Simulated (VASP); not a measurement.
Write the native input for VASP 6.6.1 that does the following.

```yaml
Task: single point
Functional: PBE
Potentials_or_basis: VASP PAW PBE potentials, release 64 (Ti_sv, Al)
Cutoff: 520 eV
k_mesh: 16 × 16 × 16
Occupations: gaussian, width 0.1 eV
Spin: no spin polarisation
Dipole_correction: no
Further_INCAR_settings: ALGO = Fast; EDIFF = 1e-07; NBANDS = 18
```

The structure of TiAl3 lies in POSCAR:

```
TiAl3
1.0
   -1.9226734293      1.9226734293      4.3114047963
    1.9226734293     -1.9226734293      4.3114047963
    1.9226734293      1.9226734293     -4.3114047963
Ti Al
1 3
Direct
    0.0000000000      0.0000000000      0.0000000000
    0.5000000000      0.5000000000      0.0000000000
    0.7500000000      0.2500000000      0.5000000000
    0.2500000000      0.7500000000      0.5000000000
```

The cell comes from a database or a generator and needn't be the stable form of this composition.

The input as run:

INCAR

```
  ALGO = Fast
  EDIFF = 1E-7
  ENCUT = 520
  GGA = PE
  ISIF = 2
  ISMEAR = 0
  LASPH = True
  LCHARG = False
  LREAL = False
  LWAVE = False
  NBANDS = 18
  NELM = 100
  PREC = Accurate
  SIGMA = 0.1
```

KPOINTS

```
k-points
0
Gamma
  16 16 16
```

Potentials or basis: VASP PAW PBE potentials, release 64 (Ti_sv, Al).

Command:

```bash
$ cat potpaw_PBE.64/Ti_sv/POTCAR potpaw_PBE.64/Al/POTCAR > POTCAR
$ mpirun -np 1 vasp_std > vasp.out
```

Results of the run:

The pressure is 0.0 GPa. The band gap on the k mesh is none (metal or under the smearing width).

It took 30 min on 1 thread of Intel(R) Xeon(R) Platinum 8488C (Sapphire Rapids), with other jobs on the host, peak memory 0.54 GiB.
